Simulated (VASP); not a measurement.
# PmS (Fm-3m) in VASP: further runs, part 2 of 2

VASP 6.6.1. Earlier steps stand in the parts before.

### Step 5. Single point, PBE+U, collinear spin, zero start

This run uses another cell than the first one: it holds 2 atoms, not 4.

Input file INCAR:

```
SYSTEM = PmS
ALGO     = Fast           ! electronic algorithm
EDIFF    = 1E-6           ! SCF threshold, eV
ENCUT    = 520            ! plane-wave cutoff, eV
GGA      = PE             ! functional
ISIF     = 2              ! what is computed and relaxed
ISMEAR   = 0              ! smearing method
ISPIN    = 2              ! spin polarisation
LASPH    = .True.         ! aspherical terms in the spheres
LCHARG   = .True.         ! write CHGCAR
LDAU     = .True.         ! DFT+U
LDAUJ    = 0 0          
LDAUL    = 3 -1           ! shell
LDAUPRINT= 1            
LDAUTYPE = 2            
LDAUU    = 4 0            ! U, eV
LELF     = .True.         ! ELF
LMAXMIX  = 6              ! l up to which the mixer works
LORBIT   = 11             ! projections on sites
LREAL    = .False.        ! projectors in reciprocal space
LVHAR    = .True.       
LWAVE    = .False.        ! write WAVECAR
MAGMOM   = 0 0            ! initial moments
NBANDS   = 22             ! bands
NELM     = 100            ! most SCF steps
PREC     = Accurate       ! precision mode
SIGMA    = 0.05           ! smearing width, eV
```

Input file KPOINTS:

```
k-points
0
Gamma
  6 6 6
  0 0 0
```

Input file POSCAR:

```
PmS
1.0
    0.0000000000      2.8386760400      2.8386760400
    2.8386760400      0.0000000000      2.8386760400
    2.8386760400      2.8386760400      0.0000000000
Pm S
1 1
Direct
    0.5000000000      0.5000000000      0.5000000000
    0.0000000000      0.0000000000      0.0000000000
```

Potentials or basis: VASP PAW PBE potentials, release 64 (Pm, S).

Command:

```bash
$ cat potpaw_PBE.64/Pm/POTCAR potpaw_PBE.64/S/POTCAR > POTCAR
$ mpirun -np 1 vasp_std > vasp.out
```

OUTCAR:

```text
SYSTEM = PmS
   EDIFF = 1E-6
   ENCUT = 520
   GGA = PE
   ISIF = 2
   ISMEAR = 0
   ISPIN = 2
   LASPH = .True.
   LORBIT = 11
   LREAL = .False.
   NELM = 100
   PREC = Accurate

 ion  position               nearest neighbor table
   1  0.500  0.500  0.500-   2 2.84   2 2.84   2 2.84   2 2.84   2 2.84   2 2.84
   2  0.000  0.000  0.000-   1 2.84   1 2.84   1 2.84   1 2.84   1 2.84   1 2.84

  LATTYP: Found a face centered cubic cell.
 ALAT       =     5.6773520800

  Lattice vectors:

[... 1053 lines left out ...]
  external PRESSURE =      23.0520895 kB  Pullay stress =       0.0000000 kB

 VOLUME and BASIS-vectors are now :
 -----------------------------------------------------------------------------
  energy-cutoff  :      520.00
  volume of cell :       45.75
      direct lattice vectors                 reciprocal lattice vectors
     0.000000000  2.838676040  2.838676040    -0.176138451  0.176138451  0.176138451
     2.838676040  0.000000000  2.838676040     0.176138451 -0.176138451  0.176138451
     2.838676040  2.838676040  0.000000000     0.176138451  0.176138451 -0.176138451

 POSITION                                       TOTAL-FORCE (eV/Angst)
 -----------------------------------------------------------------------------------
      2.83868      2.83868      2.83868         0.000000     -0.000000     -0.000000
      0.00000      0.00000      0.00000        -0.000000      0.000000      0.000000
 -----------------------------------------------------------------------------------
    total drift:                                0.000000     -0.000000      0.000000

  FREE ENERGIE OF THE ION-ELECTRON SYSTEM (eV)
  ---------------------------------------------------
  free  energy   TOTEN  =       -11.9666424071 eV

  energy  without entropy=      -11.9561201984  energy(sigma->0) =      -11.96138130

 total charge

# of ion       s       p       d       f       tot
--------------------------------------------------
    1        1.991   5.578   0.528   4.247  12.345
    2        1.320   2.451   0.000   0.000   3.771
--------------------------------------------------
tot          3.311   8.029   0.528   4.247  16.116

 magnetization (x)

# of ion       s       p       d       f       tot
--------------------------------------------------
    1       -0.005   0.003  -0.001   1.670   1.666
    2       -0.001  -0.003   0.000   0.000  -0.003
--------------------------------------------------
tot         -0.006   0.000  -0.001   1.670   1.663
```

OSZICAR:

```text
N       E                     dE             d eps       ncg     rms          rms(c)
DAV:   1     0.169881715899E+03    0.16988E+03   -0.86754E+03  1482   0.134E+03
DAV:   2     0.144149294956E+02   -0.15547E+03   -0.13890E+03  1590   0.251E+02
DAV:   3    -0.733344765277E+01   -0.21748E+02   -0.20959E+02  1838   0.963E+01
[... 12 lines left out ...]
RMM:  64    -0.119666363020E+02   -0.31821E-05   -0.18364E-05  1604   0.170E-02    0.944E-03
RMM:  65    -0.119666378315E+02   -0.15295E-05   -0.10369E-05  1411   0.133E-02    0.100E-02
RMM:  66    -0.119666395591E+02   -0.17276E-05   -0.12812E-05  1394   0.128E-02    0.534E-03
RMM:  67    -0.119666408752E+02   -0.13161E-05   -0.68938E-06  1257   0.112E-02    0.622E-03
RMM:  68    -0.119666419959E+02   -0.11207E-05   -0.70819E-06  1193   0.818E-03    0.465E-03
RMM:  69    -0.119666424071E+02   -0.41121E-06   -0.38589E-06  1114   0.627E-03
   1 F= -.11966642E+02 E0= -.11961381E+02  d E =-.105222E-01  mag=     1.6344
```

Run time: 2.8 min. Hardware: 1 thread of Intel Xeon Platinum 8488C (Sapphire Rapids), shared host; peak memory 0.21 GiB.

What came out:

| Quantity | Value |
| --- | --- |
| Free energy | -11.9666 eV |
| Pressure | 2.3 GPa |
| Band gap on the k mesh | none (metal or under the smearing width) |
| Net moment | 1.63 μB per cell |
| Site moments | Pm +1.67; S -0.00 μB |
| Valence electrons inside the program's atomic spheres | Pm 12.35; S 3.77 |

Eigenvalues of the final occupation matrices:
| site | spin | trace | eigenvalues |
| --- | --- | --- | --- |
| site 1 f | 1 | 2.96 | 0.00 0.00 0.00 0.03 0.97 0.97 0.97 |
| site 1 f | 2 | 1.29 | 0.00 0.01 0.01 0.01 0.42 0.42 0.42 |

Caveat: the magnetic or orbital state may not be the lowest; spin-orbit coupling is left out, which moves the levels of the heavy elements.

### Step 6. Single point, PBE+U, collinear spin, random start

This run uses another cell than the first one: it holds 2 atoms, not 4.

Input file INCAR:

```
SYSTEM = PmS
PREC     = Accurate       ! precision mode
ENCUT    = 520            ! plane-wave cutoff, eV
EDIFF    = 1E-7           ! SCF threshold, eV
ISMEAR   = 0              ! smearing method
SIGMA    = 0.05           ! smearing width, eV
LREAL    = .False.        ! projectors in reciprocal space
LASPH    = .True.         ! aspherical terms in the spheres
NELM     = 120            ! most SCF steps
ALGO     = Normal         ! electronic algorithm
ISIF     = 2              ! what is computed and relaxed
LWAVE    = .False.        ! write WAVECAR
LCHARG   = .True.         ! write CHGCAR
ISPIN    = 2              ! spin polarisation
MAGMOM   = 3.12 0         ! initial moments
LORBIT   = 11             ! projections on sites
LMAXMIX  = 6              ! l up to which the mixer works
LDAU     = .True.         ! DFT+U
LDAUTYPE = 2            
LDAUL    = 3 -1           ! shell
LDAUU    = 4 0            ! U, eV
LDAUJ    = 0 0          
LDAUPRINT= 1            
GGA      = PE             ! functional
LELF     = .True.         ! ELF
LVHAR    = .True.
```

Input file KPOINTS:

```
regular mesh
0
Gamma
  6 6 6
  0 0 0
```

POSCAR is that of step 5.

Potentials or basis: VASP PAW PBE potentials, release 64 (Pm, S).

Command:

```bash
$ cat potpaw_PBE.64/Pm/POTCAR potpaw_PBE.64/S/POTCAR > POTCAR
$ mpirun -np 1 vasp_std > vasp.out
```

Run time: 75 s. Hardware: 1 thread of Intel Xeon Platinum 8488C (Sapphire Rapids), shared host; peak memory 0.2 GiB.

Results (log left out):

```yaml
Free_energy: -14.3960 eV
Pressure: 5.2 GPa
Band_gap_on_the_k_mesh: none (metal or under the smearing width)
Net_moment: 4.69 μB per cell
Site_moments: Pm +4.44; S -0.07 μB
Valence_electrons_inside_the_program's_atomic_spheres: Pm 12.44; S 3.79
```

Levels at points of the mesh, in eV from the Fermi level:
Spin up:
```
           k point  band 11  band 12  band 13  band 14  band 15  band 16
(0.00, 0.00, 0.00)    -2.40     0.59     0.59     0.62     0.62     0.62
(0.50, 0.00, 0.00)    -2.39    -0.15    -0.01    -0.01     2.06     3.46
(0.50, 0.50, 0.00)    -2.12    -1.58    -0.05     0.22     0.22     2.28
```
Spin down:
| k point | band 4 | band 5 | band 6 | band 7 | band 8 | band 9 | band 10 | band 11 | band 12 | band 13 |
| --- | --- | --- | --- | --- | --- | --- | --- | --- | --- | --- |
| (0.00, 0.00, 0.00) | -17.48 | -13.91 | -2.75 | -2.75 | -2.75 | 1.22 | 1.22 | 1.22 | 2.24 | 2.24 |
| (0.50, 0.00, 0.00) | -17.53 | -12.34 | -5.67 | -4.33 | -4.33 | 2.90 | 4.06 | 4.45 | 4.45 | 4.52 |
| (0.50, 0.50, 0.00) | -17.72 | -13.61 | -3.66 | -2.99 | -2.99 | -1.02 | 3.66 | 4.43 | 4.48 | 4.82 |

Eigenvalues of the final occupation matrices:
```csv
site,spin,trace,eigenvalues
site 1 f,1,4.39,0.01 0.49 0.49 0.49 0.97 0.97 0.97
site 1 f,2,0.02,0.00 0.00 0.00 0.00 0.01 0.01 0.01
```

Caveat: the magnetic or orbital state may not be the lowest; spin-orbit coupling is left out, which moves the levels of the heavy elements. The state reached can hang on the start; a lower one may exist.

### Step 7. Overview

```csv
spin,U,fixed moment (μB),gap on the mesh (eV),pressure (GPa),moment (μB)
"collinear, zero start",Pm f U = 6 eV,-,none,5.4,4.70
"collinear, ferromagnetic start",Pm f U = 6 eV,2,-,1.1,2.00
"collinear, zero start",Pm f U = 4 eV,-,none,2.3,1.63
"collinear, random start",Pm f U = 4 eV,-,none,5.2,4.69
```

Alike in all rows: task single point; level PBE+U; potentials or basis VASP PAW PBE potentials, release 64 (Pm, S); cell as given; k mesh 6 × 6 × 6; cutoff (eV) 520; smearing gaussian 0.05 eV.

Every run on the cell as given and a fine mesh finds a metal.

Caveats: the magnetic or orbital state may not be the lowest; spin-orbit coupling is left out, which moves the levels of the heavy elements; the moment is held away from its start (some runs); the total moment is fixed, so each spin has its own Fermi level (some runs).

Total energies depend on the potentials used, so only differences within one code and one set of settings carry meaning.
